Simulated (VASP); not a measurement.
# Gd (Gadolinium): how cutoff and mesh change the moments

How far do the magnetic moments of Gd (Gadolinium) depend on cutoff and mesh? The starting structure is a measured crystal structure from the Crystallography Open Database. The reference starts from ferromagnetic moments.

Main program and level: VASP 6.6.1; Kohn-Sham DFT with plane waves and PAW; PBEsol.

## (1) Set-up

Symmetry: P6_3/mmc, No. 194, hexagonal system. Conventional cell: a = 3.636 Å, b = 3.636 Å, c = 5.783 Å, α = 90.00°, β = 90.00°, γ = 120.00°. Nearest to Gd lie 12 Gd at 3.57 to 3.64 Å.

As a file:

```cif
data_structure
_symmetry_space_group_name_H-M 'P6_3/mmc'
_symmetry_Int_Tables_number 194
_cell_length_a 3.6360
_cell_length_b 3.6360
_cell_length_c 5.7826
_cell_angle_alpha 90.000
_cell_angle_beta 90.000
_cell_angle_gamma 120.000
_cell_volume 66.21
loop_
_atom_site_label
_atom_site_type_symbol
_atom_site_symmetry_multiplicity
_atom_site_Wyckoff_symbol
_atom_site_fract_x
_atom_site_fract_y
_atom_site_fract_z
_atom_site_occupancy
Gd1 Gd 2 c 0.66667 0.33333 0.75000 1
```

## (2) Reference run

File INCAR:

```
SYSTEM = Gd
PREC = Accurate
ENCUT = 420
EDIFF = 1E-07
NELM = 200
ISMEAR = 1
SIGMA = 0.15
LREAL = .FALSE.
ALGO = Normal
GGA = PS
NBANDS = 35
ISPIN = 2
MAGMOM = 8.4 8.4
LASPH = .TRUE.
LMAXMIX = 6
AMIX = 0.2
BMIX = 1E-04
AMIX_MAG = 0.8
BMIX_MAG = 1E-04
LORBIT = 11
LWAVE = .FALSE.
LCHARG = .FALSE.
KPAR = 4
```

File POSCAR:

```
Gd
1.0
    3.6360000000      0.0000000000      0.0000000000
   -1.8180000000      3.1488683682      0.0000000000
    0.0000000000      0.0000000000      5.7826000000
Gd
2
Direct
    0.6666666667      0.3333333333      0.7500000000
    0.3333333333      0.6666666667      0.2500000000
```

File KPOINTS:

```
Automatic mesh
0
Gamma
14 14 8
0 0 0
```

PAW data sets: Gd (PBE family, release 64).

Run with:

```
> mpirun -np 4 vasp_std
```

The log of the run:

```text
[banner, memory and clock lines left out]
running    4 mpi-ranks, on    1 nodes
 distrk:  each k-point on    1 cores,    4 groups
 distr:  one band on    1 cores,    1 groups

 POSCAR found type information on POSCAR Gd
 POSCAR found :  1 types and       2 ions
|                                                                             |
|               ----> ADVICE to this user running VASP <----                  |
|                                                                             |
|     You enforced a specific xc type in the INCAR file but a different       |
|     [... a line on the potential file left out ...]
|     I HOPE YOU KNOW WHAT YOU ARE DOING!                                     |
|                                                                             |

 LDA part: xc-table for (Slater+PW92), standard interpolation
 POSCAR, INCAR and KPOINTS ok, starting setup
 FFT: planning ... GRIDC
 FFT: planning ... GRID_SOFT
 FFT: planning ... GRID
 WAVECAR not read
 entering main loop
       N       E                     dE             d eps       ncg     rms          rms(c)
DAV:   1     0.237297934560E+03    0.23730E+03   -0.10650E+04 24565   0.420E+03
DAV:   2     0.331333978473E+02   -0.20416E+03   -0.17821E+03 23505   0.385E+02
DAV:   3    -0.116610408829E+02   -0.44794E+02   -0.43036E+02 26431   0.136E+02
DAV:   4    -0.190934653985E+02   -0.74324E+01   -0.73496E+01 32246   0.478E+01
DAV:   5    -0.199332488134E+02   -0.83978E+00   -0.83611E+00 32296   0.161E+01    0.524E+01
DAV:   6    -0.234223781709E+02   -0.34891E+01   -0.77809E+00 26702   0.752E+01    0.374E+01
DAV:   7    -0.239773561730E+02   -0.55498E+00   -0.15534E+00 30581   0.160E+01    0.446E+01
DAV:   8    -0.240043858738E+02   -0.27030E-01   -0.21689E-01 32696   0.305E+00    0.591E+01
DAV:   9    -0.240275651273E+02   -0.23179E-01   -0.37440E-02 30037   0.168E+00    0.333E+01
DAV:  10    -0.240216184298E+02    0.59467E-02   -0.81874E-02 25694   0.381E+00    0.358E+00
DAV:  11    -0.240227472327E+02   -0.11288E-02   -0.78174E-03 31370   0.479E-01    0.393E+00
DAV:  12    -0.240228651423E+02   -0.11791E-03   -0.30101E-04 27405   0.143E-01    0.308E+00
DAV:  13    -0.240228705530E+02   -0.54107E-05   -0.23909E-04 26144   0.160E-01    0.192E+00
DAV:  14    -0.240228409132E+02    0.29640E-04   -0.49016E-04 24455   0.234E-01    0.656E-02
DAV:  15    -0.240228508416E+02   -0.99284E-05   -0.80662E-05 30311   0.532E-02    0.165E-01
DAV:  16    -0.240228505210E+02    0.32064E-06   -0.28506E-06 27421   0.104E-02    0.138E-01
DAV:  17    -0.240228505750E+02   -0.53990E-07   -0.41332E-07 22050   0.722E-03
   1 F= -.24022851E+02 E0= -.24025453E+02  d E =0.780627E-02  mag=    15.3552
```

Elapsed: 2.8 min, on 4 MPI ranks of Intel Xeon Platinum 8488C (Sapphire Rapids), shared host; peak memory 1.6 GiB; 11 min of CPU time.

Lines that name or quote the potential files are left out of all logs, and their timing lines are given in words.

From OUTCAR (step 2):

```text
ion  position               nearest neighbor table
   1  0.667  0.333  0.750-
   2  0.333  0.667  0.250-

  LATTYP: Found a hexagonal cell.
 ALAT       =     3.6360000000
 C/A-ratio  =     1.5903740374

 Subroutine GETGRP returns: Found 24 space group operations
 (whereof 12 operations were pure point group operations)

The static configuration has the point symmetry D_3d.
 The point group associated with its full space group is D_6h.

 Found    120 irreducible k-points:

   k-points           NKPTS =    120   k-points in BZ     NKDIM =    120   number of bands    NBANDS=     35

   dimension x,y,z NGX =    24 NGY =   24 NGZ =   40
   dimension x,y,z NGXF=    48 NGYF=   48 NGZF=   80

   ENCUT  =  420.0 eV  30.87 Ry    5.56 a.u.   6.08  6.08  9.66*2*pi/ulx,y,z

   NELECT =      36.0000    total number of electrons

 k-points in reciprocal lattice and weights: Automatic mesh
   0.00000000  0.00000000  0.00000000       0.001
   0.07142857  0.00000000  0.00000000       0.004
   0.14285714 -0.00000000  0.00000000       0.004
   0.21428571 -0.00000000  0.00000000       0.004
   0.28571429  0.00000000  0.00000000       0.004
   0.35714286 -0.00000000  0.00000000       0.004
   0.42857143 -0.00000000  0.00000000       0.004
   0.50000000  0.00000000  0.00000000       0.002
   0.07142857  0.07142857  0.00000000       0.004
[...]
0.28571429  0.28571429  0.50000000       0.004
   0.35714286  0.28571429  0.50000000       0.004

 average (electrostatic) potential at core
       1 -42.8522       2 -42.8522

 E-fermi :   2.8104

 spin component 1
 k-point     1 :       0.0000    0.0000    0.0000
  band No.  band energies     occupation
    ...
     20      -1.9615      1.00000
     21      -1.9615      1.00000
     22      -1.9315      1.00000
     23      -1.9264      1.00000
     24       0.3192      1.00000
     25       3.8566     -0.00000
     26       4.1170     -0.00000
     27       4.1170     -0.00000
     28       4.2867     -0.00000
     29       4.7445     -0.00000
    ...

 k-point     2 :       0.0714    0.0000    0.0000
  band No.  band energies     occupation
    ...
     20      -1.9651      1.00000
     21      -1.9629      1.00000
     22      -1.9366      1.00000
     23      -1.9310      1.00000
     24       0.4388      1.00000
     25       3.6869     -0.00000
     26       3.8081     -0.00000
     27       4.2368     -0.00000
     28       4.5191     -0.00000
     29       4.6302     -0.00000
    ...

 k-point     3 :       0.1429   -0.0000    0.0000
  band No.  band energies     occupation
    ...
     20      -1.9706      1.00000
     21      -1.9498      1.00000
     22      -1.9395      1.00000
     23      -1.8024      1.00000
     24       0.7647      1.00000
     25       3.2566     -0.00011
     26       3.3623     -0.00000
     27       4.2955     -0.00000
     28       4.5899     -0.00000
     29       4.8542     -0.00000
    ...

 k-point     4 :       0.2143   -0.0000    0.0000
  band No.  band energies     occupation
    ...
     21      -1.9697      1.00000
     22      -1.9421      1.00000
     23      -1.2783      1.00000
     24       1.1738      1.00000
     25       2.7284      0.89493
     26       2.9552     -0.02110
     27       3.9745     -0.00000
     28       4.5455     -0.00000
     29       4.6018     -0.00000
     30       5.1574     -0.00000
    ...

 k-point     5 :       0.2857    0.0000    0.0000
  band No.  band energies     occupation
    ...
     22      -1.9412      1.00000
     23      -0.6426      1.00000
     24       1.4002      1.00000
     25       2.2301      1.00000
     26       2.7413      0.84778
     27       3.8657     -0.00000
     28       4.2774     -0.00000
     29       4.2962     -0.00000
     30       5.9066      0.00000
     31       5.9191      0.00000
    ...

 k-point     6 :       0.3571   -0.0000    0.0000
  band No.  band energies     occupation
    ...
     22      -1.9397      1.00000
     23      -0.0143      1.00000
     24       1.3168      1.00000
     25       1.8350      1.00000
     26       2.6832      1.00133
     27       4.0555     -0.00000
     28       4.0711     -0.00000
     29       4.1149     -0.00000
     30       6.6791      0.00000
     31       6.7757      0.00000
    ...

  Total       -1.0234587     -1.0234587     -0.9410227      0.0000000     -0.0000000      0.0000000
  in kB      -24.7673397    -24.7673397    -22.7724170      0.0000000     -0.0000000      0.0000000
  external PRESSURE =     -24.1023655 kB  Pullay stress =       0.0000000 kB

  energy-cutoff  :      420.00
  volume of cell :       66.21
      direct lattice vectors                 reciprocal lattice vectors
     3.636000000  0.000000000  0.000000000     0.275027503  0.158787203  0.000000000
    -1.818000000  3.148868368  0.000000000     0.000000000  0.317574405  0.000000000
     0.000000000  0.000000000  5.782600000     0.000000000  0.000000000  0.172932591

 POSITION                                       TOTAL-FORCE (eV/Angst)
 -----------------------------------------------------------------------------------
      1.81800      1.04962      4.33695        -0.000000     -0.000000      0.000000
     -0.00000      2.09925      1.44565         0.000000      0.000000      0.000000
 -----------------------------------------------------------------------------------
    total drift:                                0.000000     -0.000000      0.000000

  FREE ENERGIE OF THE ION-ELECTRON SYSTEM (eV)
  ---------------------------------------------------
  free  energy   TOTEN  =       -24.0228505750 eV

  energy  without entropy=      -24.0306568479  energy(sigma->0) =      -24.02545267

 total charge
# of ion       s       p       d       f       tot
--------------------------------------------------
    1        2.072   5.545   0.576   6.974  15.167
    2        2.072   5.545   0.576   6.974  15.167
--------------------------------------------------
tot          4.144  11.090   1.152  13.948  30.334

 magnetization (x)
# of ion       s       p       d       f       tot
--------------------------------------------------
    1        0.005  -0.042   0.229   6.829   7.021
    2        0.005  -0.042   0.229   6.829   7.021
--------------------------------------------------
tot          0.009  -0.084   0.458  13.658  14.041

[... 6 further parts left out ...]
```

Another run with the same input but another start ends lower by 7 meV an atom, with moments of up to 6.9 μB that cancel in the cell; so the state that PBEsol gives here isn't the lowest. Experiment finds this crystal ferromagnetic, so at this level the order comes out wrong.

The PAW data sets were made with PBE, which is usual practice but a small mismatch for other functionals. At this level the cell is under a tension of 2.4 GPa, so at these settings it is away from equilibrium.

Reference: the moments inside the Gd spheres have a mean size of 7.02 μB, and the cell carries 15.36 μB, with no gap.

## (3) Run with an 8×8×5 mesh

Against step 2 the input has an 8×8×5 mesh.

INCAR is that of step 2.

POSCAR is that of step 2.

File KPOINTS:

```
Automatic mesh
0
Gamma
8 8 5
0 0 0
```

Run with:

```
> mpirun -np 4 vasp_std
```

The log of the run:

```text
[banner, memory and clock lines left out]
running    4 mpi-ranks, on    1 nodes
[...]
[... a notice as in an earlier step ...]

 LDA part: xc-table for (Slater+PW92), standard interpolation
 POSCAR, INCAR and KPOINTS ok, starting setup
[...]
entering main loop
       N       E                     dE             d eps       ncg     rms          rms(c)
DAV:   1     0.241669567654E+03    0.24167E+03   -0.10610E+04  6067   0.421E+03
DAV:   2     0.348713393539E+02   -0.20680E+03   -0.17928E+03  5754   0.378E+02
DAV:   3    -0.116167269070E+02   -0.46488E+02   -0.44746E+02  6682   0.139E+02
DAV:   4    -0.190915473829E+02   -0.74748E+01   -0.73961E+01  8044   0.475E+01
[...]
DAV:  19    -0.240214503224E+02    0.31847E-06   -0.30385E-07  4479   0.130E-02    0.344E-02
DAV:  20    -0.240214501664E+02    0.15594E-06   -0.33108E-07  4357   0.622E-03    0.103E-02
DAV:  21    -0.240214501289E+02    0.37543E-07   -0.20725E-08  2724   0.208E-03
   1 F= -.24021450E+02 E0= -.24024307E+02  d E =0.857176E-02  mag=    15.2509
```

Elapsed: 64 s, on 4 MPI ranks; peak memory 0.89 GiB; 3.8 min of CPU time.

OUTCAR, selected parts (step 3):

```text
  Total       -1.0348480     -1.0348480     -0.9148960      0.0000000      0.0000000      0.0000000
  in kB      -25.0429584    -25.0429584    -22.1401619      0.0000000      0.0000000      0.0000000
  external PRESSURE =     -24.0753596 kB  Pullay stress =       0.0000000 kB

  FREE ENERGIE OF THE ION-ELECTRON SYSTEM (eV)
  ---------------------------------------------------
  free  energy   TOTEN  =       -24.0214501289 eV

  energy  without entropy=      -24.0300218899  energy(sigma->0) =      -24.02430738

 magnetization (x)
# of ion       s       p       d       f       tot
--------------------------------------------------
    1        0.004  -0.043   0.216   6.824   7.001
    2        0.004  -0.043   0.216   6.824   7.001
--------------------------------------------------
tot          0.009  -0.086   0.431  13.647  14.002

[... 2 parts as in an earlier step ...]

[... 2 further parts left out ...]
[key lines of the parts left out:]
E-fermi :   2.8175
```

An 8×8×5 mesh: the moments inside the Gd spheres have a mean size of 7.00 μB, and the cell carries 15.25 μB, with no gap.

## (4) Run with a 20×20×12 mesh

Against step 2 the input has a 20×20×12 mesh.

INCAR is that of step 3.

POSCAR is that of step 3.

File KPOINTS:

```
Automatic mesh
0
Gamma
20 20 12
0 0 0
```

Run with:

```
> mpirun -np 4 vasp_std
```

The log of the run:

```text
[... set-up lines as in an earlier step ...]
 entering main loop
       N       E                     dE             d eps       ncg     rms          rms(c)
DAV:   1     0.239721315301E+03    0.23972E+03   -0.10616E+04 62845   0.420E+03
DAV:   2     0.340363268057E+02   -0.20568E+03   -0.17870E+03 59717   0.386E+02
DAV:   3    -0.115136360805E+02   -0.45550E+02   -0.43829E+02 67636   0.137E+02
DAV:   4    -0.191139881090E+02   -0.76004E+01   -0.75131E+01 82813   0.478E+01
[...]
DAV:  15    -0.240228374106E+02   -0.10369E-04   -0.11908E-04 81810   0.102E-01    0.241E-01
DAV:  16    -0.240228375575E+02   -0.14687E-06   -0.10899E-05 73832   0.143E-02    0.187E-01
DAV:  17    -0.240228374577E+02    0.99831E-07   -0.33344E-07 53912   0.405E-03
   1 F= -.24022837E+02 E0= -.24025505E+02  d E =0.800127E-02  mag=    15.3393
```

It took 5.9 min on 4 MPI ranks; peak memory 3 GiB; 22 min of CPU time.

Parts of OUTCAR (step 4):

```text
  Total       -1.0246759     -1.0246759     -0.9271163      0.0000000      0.0000000      0.0000000
  in kB      -24.7967954    -24.7967954    -22.4358874      0.0000000      0.0000000      0.0000000
  external PRESSURE =     -24.0098261 kB  Pullay stress =       0.0000000 kB

 POSITION                                       TOTAL-FORCE (eV/Angst)
 -----------------------------------------------------------------------------------
      1.81800      1.04962      4.33695        -0.000000      0.000000      0.000000
     -0.00000      2.09925      1.44565         0.000000     -0.000000      0.000000
 -----------------------------------------------------------------------------------
    total drift:                                0.000000     -0.000000      0.000000

  FREE ENERGIE OF THE ION-ELECTRON SYSTEM (eV)
  ---------------------------------------------------
  free  energy   TOTEN  =       -24.0228374577 eV

  energy  without entropy=      -24.0308387284  energy(sigma->0) =      -24.02550455

 magnetization (x)
# of ion       s       p       d       f       tot
--------------------------------------------------
    1        0.005  -0.042   0.227   6.828   7.018
    2        0.005  -0.042   0.227   6.828   7.018
--------------------------------------------------
tot          0.009  -0.084   0.454  13.656  14.035

[... 1 part as in an earlier step ...]

[... 2 further parts left out ...]
[key lines of the parts left out:]
E-fermi :   2.8121
```

A 20×20×12 mesh: the moments inside the Gd spheres have a mean size of 7.02 μB, and the cell carries 15.34 μB, with no gap.

## (5) Run with a cutoff of 570 eV

Against step 2 the input has ENCUT = 570.

INCAR, as its differences from that of step 4:

```diff
@@ -2,3 +2,3 @@
 PREC = Accurate
-ENCUT = 420
+ENCUT = 570
 EDIFF = 1E-07
```

POSCAR is that of step 4.

File KPOINTS:

```
Automatic mesh
0
Gamma
14 14 8
0 0 0
```

Run with:

```
> mpirun -np 4 vasp_std
```

The log of the run:

```text
[... set-up lines as in an earlier step ...]
 entering main loop
       N       E                     dE             d eps       ncg     rms          rms(c)
DAV:   1     0.268163780866E+03    0.26816E+03   -0.12504E+04 24648   0.554E+03
DAV:   2     0.447009331883E+02   -0.22346E+03   -0.18978E+03 24626   0.430E+02
DAV:   3    -0.106284444997E+02   -0.55329E+02   -0.52753E+02 27167   0.164E+02
DAV:   4    -0.189301794544E+02   -0.83017E+01   -0.81979E+01 32192   0.538E+01
[...]
DAV:  18    -0.240434533909E+02   -0.36780E-08   -0.11958E-06 21935   0.143E-02    0.285E-02
DAV:  19    -0.240434535062E+02   -0.11526E-06   -0.48310E-07 19949   0.114E-02    0.639E-03
DAV:  20    -0.240434535708E+02   -0.64641E-07   -0.94611E-08 13527   0.379E-03
   1 F= -.24043454E+02 E0= -.24046012E+02  d E =0.767588E-02  mag=    15.3543
```

It took 5.5 min on 4 MPI ranks; peak memory 2.2 GiB.

Parts of OUTCAR (step 5):

```text
  Total       -0.7920457     -0.7920457     -0.7263825      0.0000000     -0.0000000     -0.0000000
  in kB      -19.1672282    -19.1672282    -17.5782010      0.0000000     -0.0000000     -0.0000000
  external PRESSURE =     -18.6375525 kB  Pullay stress =       0.0000000 kB

  FREE ENERGIE OF THE ION-ELECTRON SYSTEM (eV)
  ---------------------------------------------------
  free  energy   TOTEN  =       -24.0434535708 eV

  energy  without entropy=      -24.0511294532  energy(sigma->0) =      -24.04601220

 magnetization (x)
# of ion       s       p       d       f       tot
--------------------------------------------------
    1        0.005  -0.042   0.229   6.828   7.020
    2        0.005  -0.042   0.229   6.828   7.020
--------------------------------------------------
tot          0.010  -0.084   0.458  13.657  14.040

[... 2 parts as in an earlier step ...]

[... 2 further parts left out ...]
[key lines of the parts left out:]
E-fermi :   2.8115
```

A cutoff of 570 eV: the moments inside the Gd spheres have a mean size of 7.02 μB, and the cell carries 15.35 μB, with no gap.

## (6) Comparison

| run | mean size of the moment on Gd (μB) | cell (μB) | gap on the mesh (eV) | core minutes |
| --- | --- | --- | --- | --- |
| reference | 7.02 | 15.36 | none | 11.2 |
| an 8×8×5 mesh | 7.0 | 15.25 | none | 4.27 |
| a 20×20×12 mesh | 7.02 | 15.34 | none | 23.5 |
| a cutoff of 570 eV | 7.02 | 15.35 | none | 21.8 |

Core minutes are wall time times ranks of the run shown, on a shared host.

## (7) Summary of results

- mean size of the moment on Gd, reference: 7.02 μB
- mean size of the moment on Gd, an 8×8×5 mesh: 7.00 μB
- mean size of the moment on Gd, a 20×20×12 mesh: 7.02 μB
- mean size of the moment on Gd, a cutoff of 570 eV: 7.02 μB

What this shows: The Gd moment is 7.02 μB in the reference and moves most with an 8×8×5 mesh, by -0.020 μB. On finer settings it changes by -0.003 μB with a 20×20×12 mesh and -0.001 μB with a cutoff of 570 eV. The functional and the magnetic order aren't tested here. Another run with the same input but another start ends lower by 7 meV an atom, with moments of up to 6.9 μB that cancel in the cell; so the state that PBEsol gives here isn't the lowest. Experiment finds this crystal ferromagnetic, so at this level the order comes out wrong. Further runs on this material are not shown.

[Lines on the potential files, build, host, timing and source positions are cut from VASP's logs without a mark.]

[Logs are printed without paths, hosts, clocks, repeated set-up lines and the standing remarks that a program may print on its own settings, such as how far it seeks lower states.]

[Hosts, paths, dates, database ids (printed as entryN), source tags and the programs' standing remarks are cut or masked in the printed files.]
